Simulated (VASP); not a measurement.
These are vdW-DF2, VASP's PBE PAW potentials (set 64) (plane waves; VASP) values and carry that method's errors.

VASP input:

### INCAR
```
EDIFF = 1E-7   # SCF stop (eV)
LORBIT = 11   # lm-projected
SYSTEM = GaP
ZAB_VDW = -1.8867
ENCUT = 520   # plane-wave cut-off (eV)
ISMEAR = 0   # Gaussian
LCHARG = .False.
LWAVE = .False.
LREAL = .False.   # projection in real space or not
GGA = ML
LUSE_VDW = .True.
SIGMA = 0.05
LASPH = .True.   # aspherical one-centre terms
NELM = 100   # most electronic steps
ICHARG = 11   # fixed density
AGGAC = 0.0
ALGO = Normal   # blocked Davidson
LMAXMIX = 4   # l cut-off of mixed one-centre charges
PREC = Accurate
```

**POSCAR**
```
GaP
1.0
  0.0000000000   2.8142035522   2.8142035522
  2.8142035522   0.0000000000   2.8142035522
  2.8142035522   2.8142035522   0.0000000000
Ga P
1 1
Cartesian
  0.0000000000   0.0000000000   0.0000000000
  1.4071017761   1.4071017761   1.4071017761
```

File KPOINTS:
```
k-points along high-symmetry lines
15
Line-mode
Reciprocal
  0.000000   0.000000   0.000000 ! GAMMA
 -0.500000  -0.500000   0.000000 ! X

 -0.500000  -0.500000   0.000000 ! X
 -0.375000  -0.375000   0.250000 ! U

 -0.375000  -0.000000   0.375000 ! K
  0.000000   0.000000   0.000000 ! GAMMA

  0.000000   0.000000   0.000000 ! GAMMA
 -0.000000   0.000000   0.500000 ! L

 -0.000000   0.000000   0.500000 ! L
 -0.500000  -0.250000   0.250000 ! W

 -0.500000  -0.250000   0.250000 ! W
 -0.500000  -0.500000   0.000000 ! X
```

POTCAR, in this order: Ga_d P (PBE.64 set). Program: vasp_std. Read from the step before: CHGCAR.

Output of the run:

### OSZICAR
```
       N       E                     dE             d eps       ncg     rms          rms(c)
DAV:   1     0.868247428550E+02    0.86825E+02   -0.94168E+03  2372   0.194E+03
DAV:   2     0.419080557091E+01   -0.82634E+02   -0.79524E+02  2633   0.330E+02
DAV:   3    -0.213971034181E+01   -0.63305E+01   -0.61819E+01  2945   0.760E+01
DAV:   4    -0.226443074895E+01   -0.12472E+00   -0.12459E+00  2876   0.114E+01
DAV:   5    -0.226717839706E+01   -0.27476E-02   -0.27473E-02  2961   0.143E+00
DAV:   6    -0.226732971302E+01   -0.15132E-03   -0.15132E-03  3398   0.296E-01
DAV:   7    -0.226733129498E+01   -0.15820E-05   -0.15819E-05  2990   0.249E-02
DAV:   8    -0.226733131923E+01   -0.24248E-07   -0.24282E-07  2578   0.358E-03
   1 F= -.22673313E+01 E0= -.22673313E+01  d E =-.932174E-18
```

**OUTCAR**
```
 val. band max:        3.7124423389   @ k =   0.0000   0.0000   0.0000

 cond. band min:       4.5009384610   @ k =   0.0000   0.0000   0.0000



 k-point     1 :       0.0000    0.0000    0.0000
  band No.  band energies     occupation
      1     -10.7816      2.00000
      2     -10.7816      2.00000
      3     -10.7816      2.00000
      4     -10.7098      2.00000
      5     -10.7098      2.00000
      6      -8.1119      2.00000
      7       3.7124      2.00000
      8       3.7124      2.00000
      9       3.7124      2.00000
     10       4.5009      0.00000
     11       7.6786      0.00000
     12       7.6786      0.00000
     13       7.6787      0.00000

 k-point     2 :      -0.0357   -0.0357    0.0000
  band No.  band energies     occupation
      1     -10.7828      2.00000
      2     -10.7810      2.00000
      3     -10.7810      2.00000
      4     -10.7100      2.00000
      5     -10.7096      2.00000
      6      -8.0925      2.00000
      7       3.3894      2.00000
      8       3.6592      2.00000
      9       3.6592      2.00000
     10       4.8165      0.00000
     11       7.6194      0.00000
     12       7.7542      0.00000
     13       7.7543      0.00000

 k-point     3 :      -0.0714   -0.0714    0.0000
  band No.  band energies     occupation
      1     -10.7866      2.00000
      2     -10.7794      2.00000
      3     -10.7794      2.00000
      4     -10.7106      2.00000
      5     -10.7091      2.00000
      6      -8.0347      2.00000
      7       2.8456      2.00000
      8       3.5118      2.00000
      9       3.5118      2.00000
     10       5.3316      0.00000
     11       7.4619      0.00000
     12       7.9686      0.00000
     13       7.9686      0.00000

 k-point     4 :      -0.1071   -0.1071    0.0000
  band No.  band energies     occupation
      1     -10.7924      2.00000
      2     -10.7767      2.00000
      3     -10.7767      2.00000
      4     -10.7117      2.00000
...
```

The density is held fixed in this step, so its total energy and stress have no physical meaning.

The compound is GaP in the zinc blende structure. It was relaxed first, which changed the volume by +10 %.
